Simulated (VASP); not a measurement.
# Band gap of KTaO3: cutoff, mesh and cell, part 2 of 2

How far does the LDA gap of KTaO3 depend on cutoff, mesh and cell? The starting structure is a measured crystal structure from the Crystallography Open Database. Cell and atoms stay as given unless a step says otherwise.

VASP 6.6.1.

Results so far: reference 2.020 eV; cell and atoms relaxed by LDA 2.063 eV; no band path 2.020 eV.

## Step 5: Bands with a cutoff of 640 eV

Level of this step: LDA; plane waves and PAW (Ta_pv, K_sv, O) (VASP).

Against step 2 the input has ENCUT = 640.

The input, INCAR:

```
SYSTEM = KTaO3
PREC = Accurate
ENCUT = 640
EDIFF = 1E-06
NELM = 100
ISMEAR = 0
SIGMA = 0.03
LREAL = .FALSE.
ALGO = Normal
GGA = CA
NBANDS = 34
LORBIT = 11
LWAVE = .FALSE.
LCHARG = .FALSE.
KPAR = 4
```

The input, POSCAR:

```
KTaO3
1.0
    3.9883000000      0.0000000000      0.0000000000
    0.0000000000      3.9883000000      0.0000000000
    0.0000000000      0.0000000000      3.9883000000
Ta K O
1 1 3
Direct
    0.0000000000      0.0000000000      0.0000000000
    0.5000000000      0.5000000000      0.5000000000
    0.0000000000      0.0000000000      0.5000000000
    0.0000000000      0.5000000000      0.0000000000
    0.5000000000      0.0000000000      0.0000000000
```

The input, KPOINTS:

```
Automatic mesh
0
Gamma
6 6 6
0 0 0
```

The input, KPOINTS_OPT:

```
Line mode
8
Line-mode
Reciprocal
  0.00000000   0.00000000   0.00000000 GAMMA
  0.00000000   0.50000000   0.00000000 X

  0.00000000   0.50000000   0.00000000 X
  0.50000000   0.50000000   0.00000000 M

  0.50000000   0.50000000   0.00000000 M
  0.00000000   0.00000000   0.00000000 GAMMA

  0.00000000   0.00000000   0.00000000 GAMMA
  0.50000000   0.50000000   0.50000000 R

  0.50000000   0.50000000   0.50000000 R
  0.00000000   0.50000000   0.00000000 X

  0.50000000   0.50000000   0.00000000 M
  0.50000000   0.50000000   0.50000000 R
```

PAW data sets: Ta_pv, K_sv and O (LDA family, release 64).

On the command line:

```console
mpirun -np 4 vasp_std
```

Log:

```text
[... set-up lines as in an earlier step ...]
 entering main loop
       N       E                     dE             d eps       ncg     rms          rms(c)
DAV:   1     0.357821060545E+03    0.35782E+03   -0.22243E+04  1360   0.132E+03
DAV:   2    -0.295890992053E+02   -0.38741E+03   -0.36390E+03  1528   0.373E+02
DAV:   3    -0.524553583291E+02   -0.22866E+02   -0.22633E+02  1762   0.890E+01
DAV:   4    -0.533573996022E+02   -0.90204E+00   -0.89909E+00  2022   0.114E+01
[...]
DAV:  11    -0.450540836123E+02    0.17867E-03   -0.68581E-04  1702   0.170E-01    0.256E-02
DAV:  12    -0.450540824106E+02    0.12016E-05   -0.61868E-05  1602   0.550E-02    0.222E-02
DAV:  13    -0.450540825231E+02   -0.11249E-06   -0.33757E-06  1632   0.122E-02
   1 F= -.45054083E+02 E0= -.45054083E+02  d E =-.773230E-17
 Start KPOINTS_OPT (optional k-point list driver)
k-point batch [1-20\48]
       N       E                     dE             ncg
DAV:   1    -0.108752926366E+03   -0.18717E+05     1360
DAV:   2    -0.759986817568E+04   -0.74911E+04     1526
DAV:   3    -0.805466724003E+04   -0.45480E+03     1810
DAV:   4    -0.807182849639E+04   -0.17161E+02     1906
DAV:   5    -0.807202528158E+04   -0.19679E+00     1748
DAV:   6    -0.807202884828E+04   -0.35667E-02     1792
DAV:   7    -0.807202887087E+04   -0.22595E-04     1688
DAV:   8    -0.807202887138E+04   -0.50876E-06     1230
[...]
k-point batch [41-48\48]
       N       E                     dE             ncg
DAV:   1     0.162468064596E+05   -0.12115E+05      544
DAV:   2     0.131638048026E+05   -0.30830E+04      624
DAV:   3     0.129802014110E+05   -0.18360E+03      754
DAV:   4     0.129735044875E+05   -0.66969E+01      744
DAV:   5     0.129734198077E+05   -0.84680E-01      682
DAV:   6     0.129734183373E+05   -0.14704E-02      734
DAV:   7     0.129734183242E+05   -0.13092E-04      698
DAV:   8     0.129734183241E+05   -0.11125E-06      508
```

Elapsed: 54 s, on 4 MPI ranks of Intel Xeon Platinum 8488C (Sapphire Rapids), shared host; peak memory 0.94 GiB.

Parts of OUTCAR (step 5):

```text
  Total       -1.8627077     -1.8627077     -1.8627077      0.0000000      0.0000000     -0.0000000
  in kB      -47.0426569    -47.0426569    -47.0426569      0.0000000      0.0000000     -0.0000000
  external PRESSURE =     -47.0426569 kB  Pullay stress =       0.0000000 kB

  FREE ENERGIE OF THE ION-ELECTRON SYSTEM (eV)
  ---------------------------------------------------
  free  energy   TOTEN  =       -45.0540825231 eV

  energy  without entropy=      -45.0540825231  energy(sigma->0) =      -45.05408252

[... 2 parts as in an earlier step ...]

[... 2 further parts left out ...]
[key lines of the parts left out:]
E-fermi :   1.6876
```

With a cutoff of 640 eV the gap is 2.022 eV, +0.002 eV from the reference.

## Step 6: Bands with an 8×8×8 mesh

Against step 2 the input has an 8×8×8 mesh.

Edit INCAR of step 5 so:

```diff
@@ -2,3 +2,3 @@
 PREC = Accurate
-ENCUT = 640
+ENCUT = 460
 EDIFF = 1E-06
```

POSCAR is that of step 5.

The input, KPOINTS:

```
Automatic mesh
0
Gamma
8 8 8
0 0 0
```

KPOINTS_OPT is that of step 5.

On the command line:

```console
mpirun -np 4 vasp_std
```

Log:

```text
[... set-up lines as in an earlier step ...]
 entering main loop
       N       E                     dE             d eps       ncg     rms          rms(c)
DAV:   1     0.297748457566E+03    0.29775E+03   -0.18302E+04  2380   0.102E+03
DAV:   2    -0.350489397493E+02   -0.33280E+03   -0.31716E+03  2770   0.333E+02
DAV:   3    -0.527976695026E+02   -0.17749E+02   -0.17589E+02  3290   0.739E+01
DAV:   4    -0.533499069784E+02   -0.55224E+00   -0.55091E+00  3356   0.866E+00
[...]
DAV:  11    -0.450523680233E+02    0.16200E-03   -0.80641E-04  3018   0.171E-01    0.239E-02
DAV:  12    -0.450523660689E+02    0.19545E-05   -0.56305E-05  2826   0.516E-02    0.150E-02
DAV:  13    -0.450523668717E+02   -0.80280E-06   -0.22969E-06  2886   0.913E-03
   1 F= -.45052367E+02 E0= -.45052367E+02  d E =-.309950E-17
 Start KPOINTS_OPT (optional k-point list driver)
k-point batch [1-35\48]
       N       E                     dE             ncg
DAV:   1    -0.231571697954E+04   -0.30081E+05     2380
DAV:   2    -0.135047880273E+05   -0.11189E+05     2718
DAV:   3    -0.141084643728E+05   -0.60368E+03     3320
DAV:   4    -0.141292283884E+05   -0.20764E+02     3308
DAV:   5    -0.141293802260E+05   -0.15184E+00     3072
DAV:   6    -0.141293824904E+05   -0.22645E-02     3222
DAV:   7    -0.141293825147E+05   -0.24307E-04     2856
DAV:   8    -0.141293825152E+05   -0.40485E-06     2110
k-point batch [36-48\48]
       N       E                     dE             ncg
DAV:   1     0.194403520736E+05   -0.16730E+05      884
DAV:   2     0.152339049851E+05   -0.42064E+04     1012
DAV:   3     0.150007130682E+05   -0.23319E+03     1266
DAV:   4     0.149931679732E+05   -0.75451E+01     1208
DAV:   5     0.149930918906E+05   -0.76083E-01     1164
DAV:   6     0.149930903194E+05   -0.15713E-02     1164
DAV:   7     0.149930903069E+05   -0.12495E-04     1116
DAV:   8     0.149930903068E+05   -0.12932E-06      852
```

Wall time 41 s (4 MPI ranks); peak memory 0.81 GiB.

OUTCAR, selected parts (step 6):

```text
  Total       -2.0262819     -2.0262819     -2.0262819      0.0000000      0.0000000      0.0000000
  in kB      -51.1737213    -51.1737213    -51.1737213      0.0000000      0.0000000      0.0000000
  external PRESSURE =     -51.1737213 kB  Pullay stress =       0.0000000 kB

  FREE ENERGIE OF THE ION-ELECTRON SYSTEM (eV)
  ---------------------------------------------------
  free  energy   TOTEN  =       -45.0523668717 eV

  energy  without entropy=      -45.0523668717  energy(sigma->0) =      -45.05236687

[... 2 parts as in an earlier step ...]

[... 2 further parts left out ...]
[key lines of the parts left out:]
E-fermi :   1.6900
```

With an 8×8×8 mesh the gap is 2.021 eV, +0.001 eV from the reference.

## Step 7: The runs compared

```tsv
run	gap (eV)	change (eV)	core minutes
reference	2.02	-	1.73
cell and atoms relaxed by LDA	2.063	0.042	2.13
no band path	2.02	0.0	1.13
a cutoff of 640 eV	2.022	0.002	3.6
an 8×8×8 mesh	2.021	0.001	2.73
```

Core minutes are wall time times ranks of the run shown, on a shared host.

## Step 8: Results

```yaml
reference_gap: 2.020 eV
gap_with_cell_and_atoms_relaxed_by_lda: 2.063 eV
gap_with_no_band_path: 2.020 eV
gap_with_a_cutoff_of_640_ev: 2.022 eV
gap_with_an_8x8x8_mesh: 2.021 eV
```

**Reading.** Among the runs that read a gap along the path, the one with cell and atoms relaxed by LDA moves it most, by +0.042 eV. On finer settings it changes by +0.002 eV with a cutoff of 640 eV and +0.001 eV with an 8×8×8 mesh. The functional's own error isn't tested here. Further runs on this material are not shown.

[Lines on the potential files, build, host, timing and source positions are cut from VASP's logs without a mark.]

[Logs are printed without paths, hosts, clocks, repeated set-up lines and the standing remarks that a program may print on its own settings, such as how far it seeks lower states.]

[Hosts, paths, dates, database ids (printed as entryN), source tags and the programs' standing remarks are cut or masked in the printed files.]
